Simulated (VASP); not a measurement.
An input for Quantum ESPRESSO's pw.x (written as the equivalent of a VASP run, and not itself run):

```
&CONTROL
  calculation = 'scf'
  pseudo_dir = './pseudo'
  outdir = './out'
  tprnfor = .true.
  tstress = .true.
/
&SYSTEM
  ibrav = 0
  nat = 2
  ntyp = 2
  ecutwfc = 84
  occupations = 'smearing'
  smearing = 'gaussian'
  degauss = 0.003675
  input_dft = 'pbesol'
/
&ELECTRONS
  conv_thr = 7.3e-09
  electron_maxstep = 100
/
ATOMIC_SPECIES
  Ga 69.723 Ga.upf
  As 74.922 As.upf
CELL_PARAMETERS angstrom
    -0.0000000    2.8284859    2.8284859
     2.8284859    0.0000000    2.8284859
     2.8284859    2.8284859   -0.0000000
ATOMIC_POSITIONS crystal
  Ga   0.0000000  0.0000000  0.0000000
  As   0.2500000  0.2500000  0.2500000
K_POINTS automatic
  8 8 8 0 0 0
```

**Question.** Translate this input to VASP (INCAR, KPOINTS, POSCAR, choice of POTCAR).

**Answer.** This is not unique; one that fits is 
**POSCAR**
```
GaAs
1.0
  0.0000000000   2.8284858617   2.8284858617
  2.8284858617   0.0000000000   2.8284858617
  2.8284858617   2.8284858617   0.0000000000
Ga As
1 1
Cart
  0.0000000000   0.0000000000   0.0000000000
  1.4142429308   1.4142429308   1.4142429308
```

**KPOINTS**
```
Automatic mesh
0
Gamma
8 8 8
0 0 0
```

INCAR:
```
SYSTEM = GaAs
PREC = Accurate
ENCUT = 480
EDIFF = 1E-7
NELM = 100
ALGO = Normal
LREAL = .FALSE.
LASPH = .TRUE.
ISMEAR = 0
SIGMA = 0.05
GGA = PS
LMAXMIX = 4
LWAVE = .FALSE.
LCHARG = .FALSE.
ISIF = 2
```

POTCAR, in this order: Ga_d As (PBE.64 set). Program: vasp_std.

The two are equivalent in intent, not identical: the potentials are each code's own (VASP's PAW set, PseudoDojo norm-conserving files in pw.x), so ENCUT and ecutwfc are chosen apart and not converted; conv_thr bounds pw.x's estimated SCF error, while EDIFF bounds the energy change between steps.

The compound is GaAs in the zinc blende structure. It was relaxed first.
